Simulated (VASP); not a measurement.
Output of a VASP run:

### OSZICAR
```
       N       E                     dE             d eps       ncg     rms          rms(c)
DAV:   1     0.358376454786E+02    0.35838E+02   -0.98504E+03  6160   0.167E+03
DAV:   2    -0.219463315621E+02   -0.57784E+02   -0.54720E+02  8169   0.259E+02
DAV:   3    -0.241956046451E+02   -0.22493E+01   -0.22235E+01  7914   0.376E+01
DAV:   4    -0.242157686252E+02   -0.20164E-01   -0.20150E-01  7487   0.382E+00
DAV:   5    -0.242160245069E+02   -0.25588E-03   -0.25584E-03  7935   0.355E-01    0.576E+01
DAV:   6    -0.210899042015E+02    0.31261E+01   -0.20139E+01  6965   0.233E+01    0.410E+01
DAV:   7    -0.210264958577E+02    0.63408E-01   -0.64827E-01  7229   0.625E+00    0.248E+01
DAV:   8    -0.210199481423E+02    0.65477E-02   -0.59663E-02  7171   0.246E+00    0.600E+00
DAV:   9    -0.210136409810E+02    0.63072E-02   -0.29763E-02  7091   0.106E+00    0.189E+00
DAV:  10    -0.210134387106E+02    0.20227E-03   -0.80369E-04  7351   0.255E-01    0.471E-01
DAV:  11    -0.210134271813E+02    0.11529E-04   -0.22935E-04  7084   0.108E-01    0.561E-02
DAV:  12    -0.210134248272E+02    0.23542E-05   -0.82034E-06  7188   0.258E-02    0.730E-02
DAV:  13    -0.210134240127E+02    0.81440E-06   -0.48223E-07  3650   0.763E-03
   1 F= -.21013424E+02 E0= -.21013405E+02  d E =-.574149E-04
```

OUTCAR:
```
------------------------ aborting loop because EDIFF is reached ----------------------------------------
  FORCE on cell =-STRESS in cart. coord.  units (eV):
  Direction    XX          YY          ZZ          XY          YZ          ZX
  --------------------------------------------------------------------------------------
  Total       -0.9446109      0.7019983      0.5423886      0.0000000      0.0000000      0.0000000
  in kB      -60.2715603     44.7914908     34.6074820      0.0000000      0.0000000      0.0000000
  external PRESSURE =       6.3758042 kB  Pullay stress =       0.0000000 kB
  volume of cell :       25.11
      direct lattice vectors                 reciprocal lattice vectors
     0.000000000  2.298279000  2.303922000    -0.210872235  0.217554092  0.217021236
     2.371104000  0.000000000  2.303922000     0.210872235 -0.217554092  0.217021236
     2.371104000  2.298279000  0.000000000     0.210872235  0.217554092 -0.217021236
 POSITION                                       TOTAL-FORCE (eV/Angst)
 -----------------------------------------------------------------------------------
      0.00000      0.00000      0.00000         0.460329      0.000000      0.000000
      2.45239      2.29828      2.30392        -0.460329      0.000000      0.000000
 -----------------------------------------------------------------------------------
    total drift:                               -0.000009     -0.000000     -0.000000
  FREE ENERGIE OF THE ION-ELECTRON SYSTEM (eV)
  ---------------------------------------------------
  free  energy   TOTEN  =       -21.0134240127 eV

  energy  without entropy=      -21.0133665978  energy(sigma->0) =      -21.01340487
```
(Selected blocks of OUTCAR.)

POSCAR:
```
HfC
1
    0.0000000000     2.2982790000     2.3039220000
    2.3711040000     0.0000000000     2.3039220000
    2.3711040000     2.2982790000     0.0000000000
Hf C
1 1
Direct
  0.0000000000   0.0000000000   0.0000000000
  0.4828580000   0.5171420000   0.5171420000
```

Task: Reconstruct the remaining input files.

Result: One answer among several that fit: the input of the run itself, PBE GGA, plane waves, VASP's PBE PAW potentials (set 64).

**INCAR**
```
SYSTEM = HfC
PREC = Accurate; ENCUT = 775; LREAL = .FALSE.
LASPH = .TRUE.
EDIFF = 1E-6; NELM = 100; ALGO = Normal
LMAXMIX = 6
ISMEAR = 1; SIGMA = 0.1
GGA = PE
ISIF = 2
LWAVE = .FALSE.; LCHARG = .FALSE.
```

**KPOINTS**
```
Automatic mesh
0
Gamma
 12 12 12
```

POTCAR, in this order: Hf_pv C (PBE.64 set). Program: vasp_std.

The compound is HfC in the rock salt structure. The cell was not relaxed at this level, atoms are displaced from their ideal sites. The run is one of a series of settings (ENCUT = 775 against the base run), some of them coarse on purpose.
